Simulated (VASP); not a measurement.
# Uniaxial [001] loading of bcc Ta at PBEsol: transverse strain, stress, strain energy and elastic constants up to ±2 %

We have to decide whether constant elastic moduli are good enough for stress models of body-centred cubic Ta, as used in barrier layers and superconducting circuits, or whether the strains in such parts call for a non-linear law. A wrong modulus turns directly into a wrong film stress or wafer bow.

The calculation strains a perfect crystal along [001] by up to 2 % in either direction and lets it relax sideways until the transverse stress vanishes. Strains and energies are measured from the crystal relaxed with PBEsol, and tension is positive. The stress is force per current area, not per original area. The series gives the Young's modulus and Poisson ratio for [001], and from these C₁₁ and C₁₂, but not the shear constant C₄₄.

## Calculations

The start is an entry of the ASE's table of reference states database. The crystal was relaxed with PBEsol. Strain is imposed along [001]; the strain across the axis is adjusted until the stress across it vanishes, and the atoms are relaxed with PBEsol. VASP 6.6.1, plane waves with PAW, cutoff 450 eV, no spin polarisation, no spin-orbit coupling, k mesh 25×25×25, static lattice. The same in all rows: band gap on the k mesh at PBEsol: 0.000 eV.

Notes on method and selection:

- Runs that did not converge, have known faults or may not be shown are not listed, and runs on Ansatz's PAW sets soft_1 and soft_2 are kept to separate tables.

Columns:

- strain (%): strain along the axis (tension positive).
- transverse strain (%): strain across the axis.
- stress (GPa): stress along the axis, tension positive.
- strain energy (meV/atom): energy per atom above the relaxed crystal.

Input lines of one member:

```
PREC = Accurate
ENCUT = 450
EDIFF = 1E-07
NELM = 120
ISMEAR = 1
SIGMA = 0.15
LREAL = .FALSE.
ALGO = Normal
GGA = PS
NBANDS = 11
LASPH = .TRUE.
LORBIT = 11
KPAR = 2
IBRION = 1
NSW = 25
```

Command (options for logging and memory left out): `mpirun -np 2 vasp_std`

## Results

| member | strain (%) | transverse strain (%) | stress (GPa) | strain energy (meV/atom) |
| --- | --- | --- | --- | --- |
| −2 % | −2.0 | 0.781 | −3.19 | 3.52 |
| −1.5 % | −1.5 | 0.576 | −2.41 | 1.97 |
| −1 % | −1.0 | 0.378 | −1.61 | 0.87 |
| −0.5 % | −0.5 | 0.186 | −0.80 | 0.22 |
| 0 % | 0.0 | 0.000 | 0.01 | 0.00 |
| +0.5 % | 0.5 | −0.184 | 0.80 | 0.21 |
| +1 % | 1.0 | −0.363 | 1.59 | 0.83 |
| +1.5 % | 1.5 | −0.538 | 2.36 | 1.87 |
| +2 % | 2.0 | −0.711 | 3.11 | 3.34 |

Least-squares fits to the whole series, with x = strain (%); R² and errors in the fitted variable (y, or ln y where the fit is in ln y):

| y | members | fit | R² | rms residual | leave-one-out rms | the same for the mean of the others |
| --- | --- | --- | --- | --- | --- | --- |
| transverse strain (%) | 9 | y = 0.01389 − 0.3721 x | 1.00 | 0.013 | 0.019 | 0.54 |
| stress (GPa) | 9 | y = −0.01556 + 1.584 x | 1.00 | 0.021 | 0.029 | 2.3 |

## The trend and its physics

Stress rises and the crystal narrows steadily from −2 % to +2 %, while the energy grows on both sides of zero. The rows at ±1 % give the small-strain constants:

- Young's modulus: (1.59 + 1.61) / 0.02 = 160 GPa.
- Poisson ratio: (0.363 + 0.378) / 2 = 0.37.

For a cubic crystal loaded along [001], these two numbers fix three further moduli:

- Bulk modulus: B = E / [3(1 − 2ν)] = 160 / (3 × 0.26) = 205 GPa.
- Tetragonal shear modulus: C′ = (C₁₁ − C₁₂)/2 = E / [2(1 + ν)] = 160 / (2 × (1 + 0.37)) = 58 GPa.
- C₁₂ = B − 2C′/3 = 205 − 2 × 58 / 3 = 166 GPa and C₁₁ = B + 4C′/3 = 205 + 4 × 58 / 3 = 282 GPa.

The crystal resists a change of volume far more than a tetragonal change of shape (205 / 58 = 3.5). It therefore narrows under tension and recovers much of the added volume: at +1 % the volume grows by only about 1 − 2 × 0.363 = 0.27 %.

The energy is close to quadratic. Averaged over the two signs it is (0.87 + 0.83) / 2 = 0.85 meV/atom at 1 % and (3.52 + 3.34) / 2 = 3.43 meV/atom at 2 %. The ratio is 3.43 / 0.85 = 4.04, where a parabola gives 4.

The departures from linearity have a direction. Between 1.5 and 2 %, the size of the stress grows by 3.11 − 2.36 = 0.75 GPa in tension and by 3.19 − 2.41 = 0.78 GPa in compression. Stretched bonds generally weaken, which gives this sign. Symmetry acts the same way: tension raises the axial ratio c/a towards √2, where the body-centred tetragonal lattice becomes face-centred cubic. There the stress is equal along all three axes, so with none across the axis there is none along it. Compression leads away from that point.

The ratio of transverse to axial strain falls from 0.781 / 2 = 0.39 at −2 % to 0.711 / 2 = 0.36 at +2 %.

## Where the trend breaks

Largest departures from the fit to the whole series:

| member | transverse strain (%) | fit | computed − fit | in rms residuals |
| --- | --- | --- | --- | --- |
| −2 % | 0.781 | 0.758 | +0.023 | 1.7 |
| +2 % | −0.711 | −0.730 | +0.019 | 1.5 |
| −0.5 % | 0.186 | 0.200 | −0.014 | 1.1 |
| 0 % | 0.000 | 0.014 | −0.014 | 1.1 |

The two end members lie farthest from the straight line for the transverse strain, by +0.023 % at −2 % and +0.019 % at +2 %. The members at −0.5 % and 0 % lie below it by 0.014 %. Ends above and centre below are the mark of a curved response, not of faulty members.

Part of the curvature is geometric, because strain is counted from the original length. A constant Poisson ratio for logarithmic strain would add 0.37 × (1 + 0.37) / 2 × 0.02² = 0.0001, or 0.01 %, at either end. The computed curvature term is (0.781 − 0.711) / 2 = 0.035 %, so most of it comes from the third-order elastic response of the crystal.

In stress, +2 % departs most: the fitted line gives 1.584 × 2 − 0.01556 = 3.15 GPa and the calculation 3.11 GPa. This is the softening under tension. The 0.01 GPa at zero strain has a numerical origin, since the relaxed crystal was computed again on a new plane-wave basis, and it is negligible beside the stresses of the strained members.

## Questions the table answers

**What strain goes with a tensile stress of 2 GPa along [001]?**
The target lies between +1 % (1.59 GPa) and +1.5 % (2.36 GPa). Interpolation gives 1 + 0.5 × (2.00 − 1.59) / (2.36 − 1.59) = 1.27 %. The constant modulus gives 100 × 2.00 / 160 = 1.25 %, which is close enough for most design work.

**Up to what strain do constant moduli stay within 2.5 % of the computed values?**
For stress in tension, the linear value at +1.5 % is 1.60 × 1.5 = 2.40 GPa against 2.36 GPa, an error of 1.7 %. At +2 % it is 1.60 × 2 = 3.20 GPa against 3.11 GPa, an error of 100 × (3.20 − 3.11) / 3.11 = 2.9 %. In compression the linear stress is within 1 % at every member. The transverse strain sets the tighter limit. At ±1 % the linear 0.370 % misses by about 2 %, but at +1.5 % the linear value is 0.37 × 1.5 = 0.555 % against 0.538 %, an error of 3.2 %. If both quantities matter, the limit among the computed members is ±1 %.

**What stress does a (001) film carry when a substrate stretches it by 0.5 % along both in-plane axes?**
With a free surface, the biaxial modulus is E / (1 − ν) = 160 / (1 − 0.37) = 254 GPa. The in-plane stress is 254 × 0.005 = 1.27 GPa. The film thins by 2ν / (1 − ν) × 0.5 = 2 × 0.37 / (1 − 0.37) × 0.5 = 0.59 %. This is a linear estimate derived from the uniaxial data.

## Rules of thumb and their limits

Constant moduli serve well for [001] loading up to about 1 %, so a stress model of a bcc Ta part that is strained less than this along [001] needs no non-linear law. At 2 % the stress in tension is overestimated by about 3 %, and the transverse strain is off by 4 to 5 %, with opposite signs in tension and compression.

The lattice is static. Thermal motion generally softens a metal, so moduli at room temperature should lie below those of a static lattice at the same level of theory. PBEsol has its own error, which this series does not size because it contains no measured moduli. Spin–orbit coupling is also left out; we assign no sign to its effect.

The values describe a perfect bcc crystal. Ordinary bulk Ta yields by dislocation motion well below the gigapascal stresses reached here, so the larger strains concern mainly thin films and very small crystals. Films in the β phase, or with another texture, need different constants.

[Logs are printed without paths, hosts, clocks, repeated set-up lines and the standing remarks that a program may print on its own settings, such as how far it seeks lower states.]
